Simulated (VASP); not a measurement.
A VASP calculation is set up with these files.

**POSCAR**
```
CdGeAs2
5.6892180
 -0.5276693563   0.5276693563   1.0000000000
  0.5276693563  -0.5276693563   1.0000000000
  0.5276693563   0.5276693563  -1.0000000000
Cd Ge As
2 2 4
Cartesian
  0.5276693563   0.0000000000   0.5000000000
  0.0000000000   0.0000000000   1.0000000000
  0.0000000000   0.0000000000   0.0000000000
  0.0000000000   0.5276693563   0.5000000000
  0.2334620300   0.7915040345   0.2500000000
  0.2638346782   0.2942073263   0.7500000000
  0.2942073263  -0.2638346782   1.2500000000
  0.2638346782   0.2334620300  -0.2500000000
```

File KPOINTS:
```
Regular mesh
0
gamma
  6 6 6
0 0 0
```

### INCAR
```
ALGO = Normal
EDIFF = 1E-6
ENCUT = 240
ISIF = 2
ISMEAR = 1
LASPH = .TRUE.
LCHARG = .FALSE.
LMAXMIX = 4
LREAL = .FALSE.
LWAVE = .FALSE.
NELM = 100
PREC = Accurate
SIGMA = 0.1
SYSTEM = CdGeAs2
```

POTCAR, in this order: Cd Ge_d As (LDA.64 set). Program: vasp_std.

Question: Translate this LDA calculation to Ansatz.

Answer: One equivalent input (not run):
Ansatz 0.2 input:
```yaml
crystal:
  lattice:
    - [-3.0020260, 3.0020260, 5.6892180]
    - [3.0020260, -3.0020260, 5.6892180]
    - [3.0020260, 3.0020260, -5.6892180]
  atoms:
    - { symbol: Cd, position: [0.2500000, 0.7500000, 0.5000000] }
    - { symbol: Cd, position: [0.5000000, 0.5000000, 0.0000000] }
    - { symbol: Ge, position: [0.0000000, 0.0000000, 0.0000000] }
    - { symbol: Ge, position: [0.7500000, 0.2500000, 0.5000000] }
    - { symbol: As, position: [0.8750000, 0.3462200, 0.9712200] }
    - { symbol: As, position: [0.6537800, 0.6250000, 0.5287800] }
    - { symbol: As, position: [0.3750000, 0.9037800, 0.0287800] }
    - { symbol: As, position: [0.0962200, 0.1250000, 0.4712200] }
kpoints:
  mp_grid: { grid: [6, 6, 6] }
hamiltonian:
  xc: lda
  pseudopotentials: { kind: paw }
scf:
  occupations: { method: methfessel_paxton, width: 0.1 }
  max_iter: 100
output: { forces: true, stress: true, eigenvalues: true }
```
What does not carry over: each code has its own PAW files, so the cut-off isn't converted (ENCUT is set for VASP's; basis.ecutwfc is left out, and Ansatz then takes the one that its files recommend); Ansatz stops its SCF on the density residual and VASP on the energy change (EDIFF); Ansatz's lda is the Perdew-Wang form, while the LDA potentials of VASP carry Perdew-Zunger's.

The structure comes from a computed database's CdGeAs2 entry; how it stands against other phases isn't given here. The cell was not relaxed at this level. The run is one of a series of settings (ENCUT = 240, GGA removed, KPOINTS 6×6×6 Γ-centred mesh, POTCAR Cd Ge_d As (LDA.64 set) against the base run), some of them coarse on purpose.
